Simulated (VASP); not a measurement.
Computed with PBE GGA, VASP's PBE PAW potentials (set 64) (plane waves; VASP).

Input for VASP

KPOINTS:
```
Automatic mesh
0
Gamma
5 5 1
0 0 0
```

POSCAR:
```
GeBr2
1.0
  3.4208670000   0.0000000000   0.0000000000
 -1.7104330000   2.9625580000   0.0000000000
  0.0000000000   0.0000000000  13.3057760000
Ge Br
2 4
direct
  0.3333330000   0.6666670000   0.2500000000
  0.6666670000   0.3333330000   0.7500000000
  0.3333330000   0.6666670000   0.6275000000
  0.6666670000   0.3333330000   0.1275000000
  0.6666670000   0.3333330000   0.3725000000
  0.3333330000   0.6666670000   0.8725000000
```

**INCAR**
```
ALGO = Normal
EDIFF = 1E-6
ENCUT = 300
GGA = PE
ISIF = 2
ISMEAR = -1
LASPH = T
LCHARG = F
LMAXMIX = 4
LREAL = F
LWAVE = F
NELM = 100
PREC = Accurate
SIGMA = 0.1
SYSTEM = GeBr2
```

POTCAR, in this order: Ge_d Br (PBE.64 set). Program: vasp_std.

Output of the run:

File OUTCAR:
```
 ion  position               nearest neighbor table
   1  0.333  0.667  0.250-   4 2.56   5 2.56   4 2.56   5 2.56   4 2.56   5 2.56
   2  0.667  0.333  0.750-   3 2.56   6 2.56   3 2.56   6 2.56   3 2.56   6 2.56
   3  0.333  0.667  0.627-   2 2.56   2 2.56   2 2.56
   4  0.667  0.333  0.127-   1 2.56   1 2.56   1 2.56
   5  0.667  0.333  0.373-   1 2.56   1 2.56   1 2.56
   6  0.333  0.667  0.873-   2 2.56   2 2.56   2 2.56
  LATTYP: Found a hexagonal cell.
 ALAT       =     3.4208670000
 C/A-ratio  =     3.8895917322
 Subroutine PRICEL returns:
 Original cell was already a primitive cell.
 Subroutine GETGRP returns: Found 24 space group operations
The static configuration has the point symmetry D_3d.
 The point group associated with its full space group is D_6h.
The dynamic configuration has the point symmetry D_3d.
 Subroutine INISYM returns: Found 24 space group operations
 Subroutine IBZKPT returns following result:
 Found      5 irreducible k-points:

 Following reciprocal coordinates:
            Coordinates               Weight
  0.000000  0.000000  0.000000      1.000000
  0.200000  0.000000  0.000000      6.000000
  0.400000  0.000000  0.000000      6.000000
  0.200000  0.200000  0.000000      6.000000
  0.400000  0.200000  0.000000      6.000000
   k-points           NKPTS =      5   k-points in BZ     NKDIM =      5   number of bands    NBANDS=     33
   number of dos      NEDOS =    301   number of ions     NIONS =      6
   total plane-waves  NPLWV =  32000
   dimension x,y,z NGX =    20 NGY =   20 NGZ =   80
   dimension x,y,z NGXF=    40 NGYF=   40 NGZF=  160
   ions per type =               2   4
   PREC   = accura    normal or accurate (medium, high low for compatibility)
   ISTART =      0    job   : 0-new  1-cont  2-samecut
   ICHARG =      2    charge: 1-file 2-atom 10-const
   ISPIN  =      1    spin polarized calculation?
   LNONCOLLINEAR =      F non collinear calculations
   LSORBIT =      F    spin-orbit coupling
   INIWAV =      1    electr: 0-lowe 1-rand  2-diag
...
```

**OSZICAR**
```
       N       E                     dE             d eps       ncg     rms          rms(c)
DAV:   1     0.485637416743E+03    0.48564E+03   -0.20022E+04   411   0.231E+03
DAV:   2     0.620282791216E+02   -0.42361E+03   -0.41578E+03   354   0.630E+02
DAV:   3    -0.120703337810E+02   -0.74099E+02   -0.72657E+02   408   0.164E+02
DAV:   4    -0.152948621071E+02   -0.32245E+01   -0.32161E+01   364   0.420E+01
DAV:   5    -0.153823052195E+02   -0.87443E-01   -0.87389E-01   441   0.621E+00    0.138E+01
DAV:   6    -0.151997447880E+02    0.18256E+00   -0.30883E-01   459   0.311E+00    0.822E+00
DAV:   7    -0.151900833301E+02    0.96615E-02   -0.27710E-01   404   0.249E+00    0.659E-01
DAV:   8    -0.151846171525E+02    0.54662E-02   -0.28181E-02   411   0.864E-01    0.353E-01
DAV:   9    -0.151851281909E+02   -0.51104E-03   -0.34260E-03   419   0.250E-01    0.139E-01
DAV:  10    -0.151851601014E+02   -0.31910E-04   -0.33342E-04   484   0.134E-01    0.448E-02
DAV:  11    -0.151851950881E+02   -0.34987E-04   -0.64134E-05   410   0.481E-02    0.115E-02
DAV:  12    -0.151851986463E+02   -0.35582E-05   -0.71213E-06   420   0.295E-02    0.624E-03
DAV:  13    -0.151851989117E+02   -0.26543E-06   -0.40094E-07   292   0.507E-03
   1 F= -.15185199E+02 E0= -.15184369E+02  d E =-.165947E-02
```

File OUTCAR:
```
------------------------ aborting loop because EDIFF is reached ----------------------------------------
  FORCE on cell =-STRESS in cart. coord.  units (eV):
  Direction    XX          YY          ZZ          XY          YZ          ZX
  --------------------------------------------------------------------------------------
  Total       19.2871488     19.2871524     20.5823863      0.0000033      0.0000000      0.0000000
  in kB      229.1581748    229.1582174    244.5473989      0.0000387      0.0000000      0.0000000
  external PRESSURE =     234.2879304 kB  Pullay stress =       0.0000000 kB
  volume of cell :      134.85
      direct lattice vectors                 reciprocal lattice vectors
     3.420867000  0.000000000  0.000000000     0.292323554  0.168773018  0.000000000
    -1.710433000  2.962558000  0.000000000     0.000000000  0.337546134  0.000000000
     0.000000000  0.000000000 13.305776000     0.000000000  0.000000000  0.075155331
 POSITION                                       TOTAL-FORCE (eV/Angst)
 -----------------------------------------------------------------------------------
     -0.00000      1.97504      3.32644        -0.000000     -0.000000     -0.000000
      1.71044      0.98752      9.97933        -0.000000     -0.000000     -0.000000
     -0.00000      1.97504      8.34937         0.000000      0.000000     -2.948727
      1.71044      0.98752      1.69649        -0.000000     -0.000000     -2.948727
      1.71044      0.98752      4.95640        -0.000000     -0.000000      2.948727
     -0.00000      1.97504     11.60929         0.000000      0.000000      2.948727
 -----------------------------------------------------------------------------------
    total drift:                               -0.000940      0.000346      0.000017
  FREE ENERGIE OF THE ION-ELECTRON SYSTEM (eV)
  ---------------------------------------------------
  free  energy   TOTEN  =       -15.1851989117 eV

  energy  without entropy=      -15.1835394389  energy(sigma->0) =      -15.18436918
```
(Selected blocks of OUTCAR.)

OUTCAR:
```
 val. band max:        4.6659853751   @ k =   0.2000   0.0000   0.0000

 cond. band min:       5.9474060317   @ k =   0.4000   0.0000   0.0000


 Fermi energy:         5.3073847698

 k-point     1 :       0.0000    0.0000    0.0000
  band No.  band energies     occupation
      1     -20.1058      2.00000
      2     -20.1058      2.00000
      3     -20.1056      2.00000
      4     -20.1056      2.00000
      5     -20.0881      2.00000
      6     -20.0879      2.00000
      7     -20.0837      2.00000
      8     -20.0837      2.00000
      9     -20.0837      2.00000
     10     -20.0837      2.00000
     11     -12.8688      2.00000
     12     -12.7827      2.00000
     13     -11.8119      2.00000
     14     -11.6681      2.00000
     15      -4.5367      2.00000
     16      -4.1058      2.00000
     17      -0.0157      2.00000
     18       1.2263      2.00000
     19       2.2238      2.00000
     20       2.2238      2.00000
     21       2.2737      2.00000
     22       2.2737      2.00000
     23       2.9796      2.00000
     24       2.9796      2.00000
     25       3.0455      2.00000
     26       3.0455      2.00000
     27       3.4530      2.00000
     28       4.5469      1.99900
     29       7.8025      0.00000
     30       8.2608      0.00000
     31       8.2625      0.00000
     32       8.2842      0.00000
     33       8.3239      0.00000

 k-point     2 :       0.2000    0.0000    0.0000
  band No.  band energies     occupation
      1     -20.1096      2.00000
      2     -20.1091      2.00000
      3     -20.0947      2.00000
      4     -20.0946      2.00000
      5     -20.0943      2.00000
      6     -20.0940      2.00000
      7     -20.0855      2.00000
      8     -20.0852      2.00000
      9     -20.0812      2.00000
     10     -20.0809      2.00000
     11     -12.4614      2.00000
     12     -12.3803      2.00000
     13     -11.4800      2.00000
     14     -11.3509      2.00000
     15      -4.3094      2.00000
...
```

At this cut-off the stress carries a Pulay error, which pulls relaxed volumes low.

The structure was generated: GeBr2 was put into an ordered model structure, which need not be its known phase. The cell was not relaxed at this level. The k-mesh is coarse (spacing up to 0.47 per Å, 2π included), so the numbers may not be converged in it.
